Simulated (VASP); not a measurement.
K₂S (antifluorite), at 1.04 of the tabulated volume:

```yaml
crystal:
  lattice:
    - [0.00000, 3.75376, 3.75376]
    - [3.75376, 0.00000, 3.75376]
    - [3.75376, 3.75376, 0.00000]
  atoms:
    - { symbol: K, position: [0.25000, 0.25000, 0.25000] }
    - { symbol: K, position: [0.75000, 0.75000, 0.75000] }
    - { symbol: S, position: [0.00000, 0.00000, 0.00000] }
```

The lowest empty band near Γ, direction [111], from mBJ (TB09) with spin-orbit coupling in VASP (PAW); its two spin partners are averaged. The gap over the points computed is 4.80 eV, and the next band on that side lies 1.92 eV away at the edge.

Numerical set-up: 400 eV cut-off, 6×6×6 Γ-centred mesh, Gaussian smearing of 0.050 eV, potentials K_sv S.

```
distance from the edge in k (1/Å)  distance in energy (meV)
---------------------------------  ------------------------
0.025                                                   4.7
0.035                                                   9.2
0.050                                                  18.7
0.070                                                  36.6
```

### Question
Fit E(1 + αE) = ħ²k²/2m* (ħ²/2m0 = 3.810 eV Å²) and predict the row at 0.095 1/Å.

### Answer
The rows don't resolve α, so a parabola serves: the electron mass is m* = 0.510 m0, and so 67.5 meV. The run gave 67.0 meV, -0.5 meV from the fit.

Left out are points under 3 meV from the edge, since the levels carry 0.1 meV, and points farther than half the way to the next band.

The compound is K2S in the antifluorite structure. The cell was not relaxed at this level.
